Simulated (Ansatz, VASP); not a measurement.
## Cross-check of TiO2 (Rutile) between VASP and Ansatz

One calculation is typed for both programs; each brings its own data sets. How far apart do they land? Of the first pair: The cell is taken from a series of runs on this material, whose earlier steps may have relaxed, scaled, displaced or heated it; both programs get it as it stands.

Program: Ansatz 0.2.0. Level of theory: plane waves, with VASP 6.6.1 beside it; relaxation of cell and atoms at RPBE. Results are calculated unless marked as measured.

### Step 1. The starting structure

It takes space group P4_2/mnm (No. 136, tetragonal). The conventional cell has a = 4.687 Å, b = 4.687 Å, c = 2.981 Å, α = 90.00°, β = 90.00°, γ = 90.00°. Ti has 6 O at 1.97 to 2.03 Å nearest. O has 3 Ti at 1.97 to 2.03 Å nearest. Farther neighbours and most contacts between anions are not listed.

### Step 2. VASP: relaxation of cell and atoms, RPBE, pair 1

The relaxed volume is the usual yardstick between codes: in a stiff, nearly cubic crystal its relative difference is about their pressure difference at one cell divided by the bulk modulus.

Lines of VASP's logs that name or quote its potential files are left out, and so is its time.

INCAR

```
SYSTEM = TiO2
PREC = Accurate
ENCUT = 600
EDIFF = 1E-07
NELM = 120
ISMEAR = 0
SIGMA = 0.02
LREAL = .FALSE.
ALGO = Normal
GGA = RP
NBANDS = 30
LASPH = .TRUE.
LORBIT = 11
LWAVE = .FALSE.
LCHARG = .FALSE.
ISIF = 3
IBRION = 2
NSW = 80
EDIFFG = -0.005
GGA_COMPAT = .FALSE.
NELMIN = 4
EFERMI = MIDGAP
KPAR = 2
```

POSCAR

```
TiO2
1.0
    4.6865750000      0.0000000000      0.0000000000
    0.0000000000      4.6865750000      0.0000000000
    0.0000000000      0.0000000000      2.9805500000
Ti O
2 4
Direct
    0.0000000000      0.0000000000      0.0000000000
    0.4999998933      0.4999998933      0.5000000000
    0.3059167942      0.3059167942      0.0000000000
    0.1940830991      0.8059169009      0.5000000000
    0.6940832058      0.6940832058      0.0000000000
    0.8059169009      0.1940830991      0.5000000000
```

KPOINTS

```
Automatic mesh
0
Gamma
6 6 8
0 0 0
```

Potentials, in the order of the species: Ti_sv and O (PBE family, release 64).

The run is started by

```
mpirun -np 2 vasp_std
```

Numbers of over 12 decimals in the logs are rounded to 6 here.

Output:

```text
[banner, memory and clock lines left out]
running    2 mpi-ranks, on    1 nodes
 distrk:  each k-point on    1 cores,    2 groups
 distr:  one band on    1 cores,    1 groups

 POSCAR found type information on POSCAR TiO
 POSCAR found :  2 types and       6 ions
|                                                                             |
|               ----> ADVICE to this user running VASP <----                  |
|                                                                             |
|     You enforced a specific xc type in the INCAR file but a different       |
|     [... a line on the potential file left out ...]
|     I HOPE YOU KNOW WHAT YOU ARE DOING!                                     |
|                                                                             |

 LDA part: xc-table for (Slater+PW92), standard interpolation
 POSCAR, INCAR and KPOINTS ok, starting setup
 FFT: planning ... GRIDC
 FFT: planning ... GRID_SOFT
 FFT: planning ... GRID
 WAVECAR not read
 entering main loop
       N       E                     dE             d eps       ncg     rms          rms(c)
DAV:   1     0.701941387566E+03    0.70194E+03   -0.26778E+04  3000   0.206E+03
DAV:   2     0.507688804467E+02   -0.65117E+03   -0.61956E+03  3242   0.578E+02
DAV:   3    -0.636699071288E+02   -0.11444E+03   -0.11100E+03  4392   0.214E+02
DAV:   4    -0.687967452931E+02   -0.51268E+01   -0.51194E+01  4288   0.469E+01
DAV:   5    -0.690028517599E+02   -0.20611E+00   -0.20603E+00  4108   0.749E+00    0.300E+01
DAV:   6    -0.518249618221E+02    0.17178E+02   -0.10644E+02  3666   0.954E+01    0.121E+01
DAV:   7    -0.515004336090E+02    0.32453E+00   -0.17374E+01  3608   0.346E+01    0.778E+00
DAV:   8    -0.511934223894E+02    0.30701E+00   -0.24833E+00  3552   0.150E+01    0.328E+00
DAV:   9    -0.512199849576E+02   -0.26563E-01   -0.37839E-01  4164   0.439E+00    0.128E+00
DAV:  10    -0.512234867755E+02   -0.35018E-02   -0.71593E-02  3646   0.259E+00    0.203E-01
DAV:  11    -0.512232309030E+02    0.25587E-03   -0.38656E-03  4276   0.477E-01    0.543E-02
DAV:  12    -0.512233149791E+02   -0.84076E-04   -0.80988E-04  3578   0.298E-01    0.502E-02
DAV:  13    -0.512232828020E+02    0.32177E-04   -0.17306E-04  3914   0.107E-01    0.800E-03
DAV:  14    -0.512232890995E+02   -0.62975E-05   -0.15361E-05  3266   0.269E-02    0.210E-03
DAV:  15    -0.512232889110E+02    0.18848E-06   -0.64819E-07  3532   0.544E-03    0.100E-03
DAV:  16    -0.512232891571E+02   -0.24609E-06   -0.19811E-07  2046   0.353E-03    0.142E-03
DAV:  17    -0.512232891343E+02    0.22777E-07   -0.11192E-07  1764   0.435E-03
   1 F= -.51223289E+02 E0= -.51223289E+02  d E =-.512233E+02
[...]
2 F= -.51223236E+02 E0= -.51223236E+02  d E =0.529525E-04
[...]
3 F= -.51223436E+02 E0= -.51223436E+02  d E =-.146878E-03
[...]
4 F= -.51223436E+02 E0= -.51223436E+02  d E =-.146990E-03
 curvature:  -0.23 expect dE=-0.366E-05 dE for cont linesearch -0.289E-07
 ZBRENT: accuracy reached
 trial: gam= 0.03818 g(F)=  0.102E-04 g(S)=  0.541E-05 ort =-0.890E-05 (trialstep = 0.894E+00)
 search vector abs. value=  0.159E-04
 bond charge predicted
       N       E                     dE             d eps       ncg     rms          rms(c)
DAV:   1    -0.512234581641E+02   -0.21997E-04   -0.34958E-03  3400   0.431E-01    0.317E-02
DAV:   2    -0.512234477160E+02    0.10448E-04   -0.10259E-04  3470   0.900E-02    0.156E-02
DAV:   3    -0.512234440963E+02    0.36198E-05   -0.21388E-05  3776   0.289E-02    0.643E-03
DAV:   4    -0.512234438372E+02    0.25907E-06   -0.46103E-06  4604   0.174E-02    0.407E-03
DAV:   5    -0.512234442338E+02   -0.39657E-06   -0.57441E-07  3012   0.708E-03    0.187E-03
DAV:   6    -0.512234447302E+02   -0.49647E-06   -0.34335E-07  2970   0.324E-03    0.790E-04
DAV:   7    -0.512234447976E+02   -0.67385E-07   -0.44936E-08  1530   0.164E-03
   5 F= -.51223445E+02 E0= -.51223445E+02  d E =-.867372E-05
 trial-energy change:   -0.000009  1 .order   -0.000009   -0.000014   -0.000005
 step:   1.9057(harm=  1.3333)  dis= 0.00054  next Energy=   -51.223447 (dE=-0.106E-04)
 reached required accuracy - stopping structural energy minimisation
```

From OUTCAR (step 2):

```text
ion  position               nearest neighbor table
   1  0.000  0.000  0.000-   4 1.97   6 1.97   4 1.97   6 1.97   5 2.03   3 2.03
   2  0.500  0.500  0.500-   3 1.97   3 1.97   5 1.97   5 1.97   4 2.03   6 2.03
   3  0.306  0.306  0.000-   2 1.97   2 1.97   1 2.03
   4  0.194  0.806  0.500-   1 1.97   1 1.97   2 2.03
   5  0.694  0.694  0.000-   2 1.97   2 1.97   1 2.03
   6  0.806  0.194  0.500-   1 1.97   1 1.97   2 2.03

  LATTYP: Found a simple tetragonal cell.
 ALAT       =     4.6865750000
 C/A-ratio  =     0.6359761660

 Subroutine GETGRP returns: Found 16 space group operations
 (whereof  8 operations were pure point group operations)

The static configuration has the point symmetry D_2h.
 The point group associated with its full space group is D_4h.

 Found     50 irreducible k-points:

   k-points           NKPTS =     50   k-points in BZ     NKDIM =     50   number of bands    NBANDS=     30

   dimension x,y,z NGX =    40 NGY =   40 NGZ =   24
   dimension x,y,z NGXF=    80 NGYF=   80 NGZF=   48

   ENCUT  =  600.0 eV  44.10 Ry    6.64 a.u.   9.36  9.36  5.95*2*pi/ulx,y,z

   NELECT =      48.0000    total number of electrons

 k-points in reciprocal lattice and weights: Automatic mesh
   0.00000000  0.00000000  0.00000000       0.003
   0.16666667  0.00000000  0.00000000       0.014
   0.33333333  0.00000000  0.00000000       0.014
   0.50000000  0.00000000  0.00000000       0.007
   0.16666667  0.16666667  0.00000000       0.014
   0.33333333  0.16666667  0.00000000       0.028
   0.50000000  0.16666667  0.00000000       0.014
   0.33333333  0.33333333  0.00000000       0.014
   0.50000000  0.33333333  0.00000000       0.014
[...]
0.50000000  0.33333333  0.50000000       0.014
   0.50000000  0.50000000  0.50000000       0.003

 average (electrostatic) potential at core
       1 -76.9403       2 -76.9402       3 -69.7525       4 -69.7525       5 -69.7525
       6 -69.7525

 E-fermi :   5.3625

 k-point     1 :       0.0000    0.0000    0.0000
  band No.  band energies     occupation
    ...
     20       2.6273      2.00000
     21       3.7997      2.00000
     22       4.0386      2.00000
     23       4.0386      2.00000
     24       4.4428      2.00000
     25       6.2821      0.00000
     26       6.5769      0.00000
     27       6.8297      0.00000
     28       6.8831      0.00000
     29       6.8831      0.00000
    ...

 k-point     2 :       0.1667    0.0000    0.0000
  band No.  band energies     occupation
    ...
     20       2.6463      2.00000
     21       3.5715      2.00000
     22       3.6450      2.00000
     23       3.8343      2.00000
     24       4.3596      2.00000
     25       6.4231      0.00000
     26       6.7586      0.00000
     27       6.9762      0.00000
     28       7.0082      0.00000
     29       7.0119      0.00000
    ...

 k-point     3 :       0.3333    0.0000    0.0000
  band No.  band energies     occupation
    ...
     20       2.5831      2.00000
     21       2.7392      2.00000
     22       3.3016      2.00000
     23       3.6320      2.00000
     24       4.0850      2.00000
     25       6.6956      0.00000
     26       6.9487      0.00000
     27       7.1838      0.00000
     28       7.2439      0.00000
     29       7.4075      0.00000
    ...

  Total       -0.0091352     -0.0091352     -0.0028369     -0.0000000      0.0000000      0.0000000
  in kB       -0.2232635     -0.2232635     -0.0693329     -0.0000000      0.0000000      0.0000000
  external PRESSURE =      -0.1719533 kB  Pullay stress =       0.0000000 kB

  energy-cutoff  :      600.00
  volume of cell :       65.56
      direct lattice vectors                 reciprocal lattice vectors
     4.688190312 -0.000000000  0.000000000     0.213301921  0.000000000  0.000000000
    -0.000000000  4.688190312  0.000000000     0.000000000  0.213301921  0.000000000
     0.000000000  0.000000000  2.982652831     0.000000000  0.000000000  0.335272007

 POSITION                                       TOTAL-FORCE (eV/Angst)
 -----------------------------------------------------------------------------------
      0.00000      0.00000      0.00000        -0.000000      0.000000      0.000000
      2.34409      2.34409      1.49133         0.000000      0.000000      0.000000
      1.43352      1.43352      0.00000        -0.001382     -0.001382      0.000000
      0.91057      3.77762      1.49133         0.001382     -0.001382      0.000000
      3.25467      3.25467      0.00000         0.001382      0.001382      0.000000
      3.77762      0.91057      1.49133        -0.001382      0.001382      0.000000
 -----------------------------------------------------------------------------------
    total drift:                                0.000966      0.000966     -0.000001

  FREE ENERGIE OF THE ION-ELECTRON SYSTEM (eV)
  ---------------------------------------------------
  free  energy   TOTEN  =       -51.2234447976 eV

  energy  without entropy=      -51.2234447976  energy(sigma->0) =      -51.22344480

 reached required accuracy - stopping structural energy minimisation

 total charge
# of ion       s       p       d       tot
------------------------------------------
    1        2.208   6.269   1.663  10.140
    2        2.208   6.269   1.663  10.140
    3        1.572   3.490   0.000   5.062
    4        1.572   3.490   0.000   5.062
    5        1.572   3.490   0.000   5.062
    6        1.572   3.490   0.000   5.062
--------------------------------------------------
tot         10.703  26.500   3.326  40.529

[... 3 further parts left out ...]
```

CONTCAR:

```
TiO2
   1.00000000000000
     4.6881903117609847   -0.0000000000000000    0.0000000000000000
    -0.0000000000000000    4.6881903117609847    0.0000000000000000
     0.0000000000000000    0.0000000000000000    2.9826528314362988
  Ti              O
     2     4
Direct
     0.0000000000000000    0.0000000000000000    0.0000000000000000
     0.4999998933000001    0.4999998933000001    0.5000000000000000
     0.3057728982390689    0.3057728982390689    0.0000000000000000
     0.1942269950609312    0.8057730049390689    0.5000000000000000
     0.6942271017609311    0.6942271017609311    0.0000000000000000
     0.8057730049390689    0.1942269950609312    0.5000000000000000
```

This run has no spin polarisation, so a moment on Ti, if there is one, isn't seen. The run keeps the 16 symmetry operations of its start, so it cannot find a distortion of lower symmetry.

### Step 3. Ansatz: relaxation of cell and atoms, RPBE, pair 1

Ansatz runs on its default PAW (the set named soft_2) files.

The same cell, functional, mesh and smearing now go to Ansatz, which takes its cutoff from its data sets.

input.yaml

```yaml
crystal:
  lattice:
    - [4.6865749574, 0.0, 0.0]
    - [0.0, 4.6865749574, 0.0]
    - [0.0, 0.0, 2.9805500647]
  atoms:
    - { symbol: Ti, position: [0.0, 0.0, 0.0] }
    - { symbol: Ti, position: [0.5, 0.5, 0.5] }
    - { symbol: O, position: [0.305916863, 0.305916863, 0.0] }
    - { symbol: O, position: [0.194083137, 0.805916863, 0.5] }
    - { symbol: O, position: [0.694083137, 0.694083137, 0.0] }
    - { symbol: O, position: [0.805916863, 0.194083137, 0.5] }
kpoints:
  mp_grid: { grid: [6, 6, 8] }
hamiltonian:
  xc: rpbe
scf:
  occupations: { method: gaussian, width: 0.02 }
output:
  forces: true
  stress: true
  eigenvalues: true
  write_density: true
  write_potential: true
  elf: true
  volumetric_format: npy
relax:
  adjacent_minimum: "off"
  f_tol: 0.005
  max_steps: 80
  cell: { stress_tol: 0.05 }
```

The run is started by

```
ansatz run input.yaml --threads 8 --pin off --max-ram 14336MiB --backend cpu --events-out ev --progress --plain --runs-dir out
```

Output:

```text
Engine: ansatz 0.2.0, x86_64-unknown-linux-gnu
Pseudopotentials: kind: paw
Pseudopotential: Ti, paw, valence charge 12, recommended cutoff 420 eV (normal), Ti.paw.azcp
Pseudopotential: O, paw, valence charge 6, recommended cutoff 420 eV (normal), O.paw.azcp
Functional definition: RPBE
  parameter kappa = 0.804
  parameter beta = 0.066725
  exchange = rpbe_x(kappa = kappa, mu = beta*pi^2/3)
  correlation = pbe_c(beta = beta)
Crystal: 6 atoms, lattice volume = 65.465 Å³
Basis set: ecut = 420 eV, 1265 PW (Γ), exchange–correlation on 64×64×40 points (8 copies of the dense FFT grid, shifted against one another)
Bands: 30, of which v1, the nominal top of the filled ones, is band 24 counted from 1 (23 counted from 0)
Symmetry: 16 space group operations
Space group: P42/mnm (ITA 136), of the structure as read, at distance tolerance 4.0e-5 Å
k-points: 50 of 288
Non-local potential: Ti, projectors of the file, l = 0: 3, l = 1: 2, l = 2: 3, l = 3: 1
Non-local potential: O, projectors of the file, l = 0: 2, l = 1: 2, l = 2: 1
PAW form: soft (Blöchl's): semilocal exchange-correlation on the pseudo side does not see the compensation charge
PAW frozen core: Ti, regenerated for the run's functional, and the local potential with it (the file was generated under x = pbe(κ = 0.804, μ = 0.219515), c = pbe(β = 0.066725))
PAW frozen core: O, regenerated for the run's functional, and the local potential with it (the file was generated under x = pbe(κ = 0.804, μ = 0.219515), c = pbe(β = 0.066725))
PAW one-centre angular grid: Ti, 590 points (default); XC on 64 Gauss nodes
PAW one-centre angular grid: O, 110 points (default); XC on 64 Gauss nodes
Initial density: superposition of atomic densities (neutral atoms: chi_scale 0, normalization atom), corrected by the library's trained network
Initial wavefunctions: pseudopotential atomic-orbital guess
Functional: x = rpbe, c = pbe(β = 0.066725)
SCF iter   1: F=—  HF=-7292.869397 eV  |F-HF|=—  |Δ(HF+E_count)|=         —  Δρ=3.98e-3  dr2=7.65e-3  ethr=1.77e-3  ⟨swp⟩=5.6  Hψ=6095  notcnv=0
preconditioner: auto → Resta (q_TF=auto, 2.591 Å⁻¹)  ε∞=8.9  [insulator: Δε(μ)=1.889 eV  Ē_g=9.210 eV  σ=0.020 eV  W_gap=1.00  n_scr=18 (ndim 8)  ℏωp=26.0 eV  f_vac=0.030  D(μ)=0.00/eV (n_scr^D=0)  ε∞_Penn≈8.9]
SCF iter   2: F=—  HF=-7292.870043 eV  |F-HF|=—  |Δ(HF+E_count)|=   6.46e-4  Δρ=2.33e-3  dr2=2.03e-3  ethr=1.59e-5  ⟨swp⟩=2.5  Hψ=2609  notcnv=0  defer=79
SCF iter   3: F=—  HF=-7292.870581 eV  |F-HF|=—  |Δ(HF+E_count)|=   5.39e-4  Δρ=1.31e-3  dr2=1.06e-3  ethr=4.22e-6  ⟨swp⟩=2.0  Hψ=2233  notcnv=0  defer=79
SCF iter   4: F=—  HF=-7292.870822 eV  |F-HF|=—  |Δ(HF+E_count)|=   2.40e-4  Δρ=2.61e-4  dr2=5.73e-5  ethr=2.20e-6  ⟨swp⟩=2.0  Hψ=2021  notcnv=0  defer=79
SCF iter   5: F=—  HF=-7292.870942 eV  |F-HF|=—  |Δ(HF+E_count)|=   1.21e-4  Δρ=9.83e-5  dr2=7.03e-6  ethr=1.19e-7  ⟨swp⟩=2.0  Hψ=2213  notcnv=0  defer=79
SCF iter   6: F=—  HF=-7292.870954 eV  |F-HF|=—  |Δ(HF+E_count)|=   1.20e-5  Δρ=2.22e-5  dr2=3.62e-7  ethr=1.47e-8  ⟨swp⟩=2.0  Hψ=2221  notcnv=0  defer=79
SCF iter   7: F=-7292.870955 eV  HF=-7292.870955 eV  |F-HF|=3.80e-8  |Δ(HF+E_count)|=   7.87e-7  Δρ=6.19e-6  dr2=2.19e-8  ethr=2.08e-10  ⟨swp⟩=11.6  Hψ=10143  notcnv=0
SCF 1 converged in 7 iterations: F = -7292.870955 eV  dr2 = 2.19e-8
  greatest PAW one-centre occupation: 0.999 electrons in one spin orbital (limit 2), on the Ti atom at site 1 (counted from 0), in its partial waves of l = 0
relax step   1: F+E_penalty+E_count = -7292.87095518 eV  Δ(F+E_penalty+E_count) = +0.000e0 eV  max|allowed force component| = 7.270e-6 eV/Å  Δτ_max = 0.0000 Å  P = +0.025 GPa  Ω = 65.465 Å³  (7 SCF iters, dr2 threshold 1.00e-7 eV, accepted)
[...]
relax step   2: F+E_penalty+E_count = -7292.87092859 eV  Δ(F+E_penalty+E_count) = +2.659e-5 eV  max|allowed force component| = 3.026e-3 eV/Å  Δτ_max = 0.0002 Å  P = +0.007 GPa  Ω = 65.473 Å³  energy of the carried Pulay correction = -3.185e-5 eV  (5 SCF iters, dr2 threshold 8.97e-9 eV, accepted)
[...]
relax step   3: F+E_penalty+E_count = -7292.87097016 eV  Δ(F+E_penalty+E_count) = -4.157e-5 eV  max|allowed force component| = 3.028e-3 eV/Å  Δτ_max = 0.0000 Å  P = +0.007 GPa  Ω = 65.473 Å³  stress off target by 9.65e-3 GPa  SCF on the basis re-selected at this cell (its energy is not comparable with the rows above)  (5 SCF iters)
basis re-selected at this cell: Δ(F+E_penalty+E_count) = -4.157e-5 eV, ΔP = +0.001 GPa vs the last step (what re-selecting the basis moved, of the pressure what is left beyond the Pulay correction that the steps carried, after the strain that the cell walked since its last selection, with what the two solves' SCF thresholds leave and, on support functions, any second-order correction that the steps lacked; it is no m [...]
SCF converged after 5 iterations
Free energy (F): -7292.870970 eV
Harris-Foulkes:  -7292.870970 eV  (|F-HF|=1.36e-11)
Internal energy: -7292.870970 eV  (E = F + TS)
E sigma→0 (E₀):  -7292.870970 eV
Fermi energy:    9.469361 eV
--- Per-component energies (eV) ---
  E_band       = -417.722769
  E_kinetic    = 1243.355632
  E_local      = -3173.953099  (includes V_loc(G=0)·N_el)
  E_nonlocal   = 190.618599
  E_hartree    = 1208.416758
  E_xc         = -493.680940
  E_vxc        = -623.364252  (∫ρ·V_xc dr)
  E_paw        = -2734.903145  (= ΣΔE_a)
  E_vpaw       = -471.223371  (= ΣTr[D̂ρ^β])
  E_aug_tail   = 0.010099  (compensation charges beyond the density's cutoff)
  E_ewald      = -3532.546729
  E_core_change = -0.188145  (= ΣΔE_core)
  E_smearing   = -0.000000  (= −TS)
  E_closure    = 0.000000  (closes the sum)
  Σ components = -7292.870970   (vs F -7292.870970, Δ=0.00e0)
--- Forces (eV/Å), atoms counted from 1 ---
  atom   1  Ti     0.00000000    -0.00000000     0.00000000
  atom   2  Ti     0.00000000    -0.00000000    -0.00000000
  atom   3  O      0.00302783     0.00302783    -0.00000000
  atom   4  O     -0.00302783     0.00302783     0.00000000
  atom   5  O     -0.00302783    -0.00302783     0.00000000
  atom   6  O      0.00302783    -0.00302783    -0.00000000
  max |Σ_I F_I| component: 4.34e-18 eV/Å
--- Stress (GPa, compression-positive) ---
        0.009654       0.000000       0.000000
        0.000000       0.009654       0.000000
        0.000000       0.000000       0.002792
  P = ⅓ Tr σ = 0.0074 GPa (0.074 kbar)
--- Band table (eV; the first three rows and the last of 50) ---
  k-point 0: bands = [... 20 lower, 7.9003, 8.1361, 8.1361, 8.5341, 10.4046, 10.7014, 10.9572, 11.0073, ... 2 higher]
  k-point 1: bands = [... 20 lower, 7.3035, 7.8466, 7.8466, 8.4827, 10.7451, 10.8294, 10.8497, 11.1879, ... 2 higher]
  k-point 2: bands = [... 20 lower, 6.8503, 7.1527, 7.1527, 8.1834, 10.7290, 11.0476, 11.3092, 11.5836, ... 2 higher]
  k-point 49: bands = [... 20 lower, 7.4087, 7.4087, 7.8778, 7.8778, 11.0607, 11.0607, 11.6780, 11.6780, ... 2 higher]
--- Relaxed structure (2 steps of the walk, 2 accepted, 1 SCFs on fresh bases) ---
  F+E_penalty+E_count = -7292.87097016 eV   max|allowed force component| = 3.028e-3 eV/Å   (the final SCF, on the basis selected at the relaxed cell)
  cell:  # Å, volume = 65.4727 Å³
    - [4.687409, 0, 0.0]
    - [0, 4.687409, 0.0]
    - [0.0, 0.0, 2.979849]
  atoms:
    - { symbol: Ti, position: [0, 0, 0.0] }
    - { symbol: Ti, position: [0.500000, 0.500000, 0.5] }
    - { symbol: O, position: [0.305889, 0.305889, 0.0] }
    - { symbol: O, position: [0.194111, 0.805889, 0.5] }
    - { symbol: O, position: [0.694111, 0.694111, 0.0] }
    - { symbol: O, position: [0.805889, 0.194111, 0.5] }
```

Reading the cycles: dr2 is the Hartree energy of the density residual (eV), the measure of convergence; HF is the Harris–Foulkes estimate of the energy, which meets the free energy F at convergence.

(Part 1 of 2 ends here.)

[Lines on the potential files, build, host, timing and source positions are cut from VASP's logs without a mark.]

[Logs are printed without paths, hosts, clocks, repeated set-up lines and the standing remarks that a program may print on its own settings, such as how far it seeks lower states.]

[Hosts, paths, dates, database ids (printed as entryN), source tags and the programs' standing remarks are cut or masked in the printed files.]
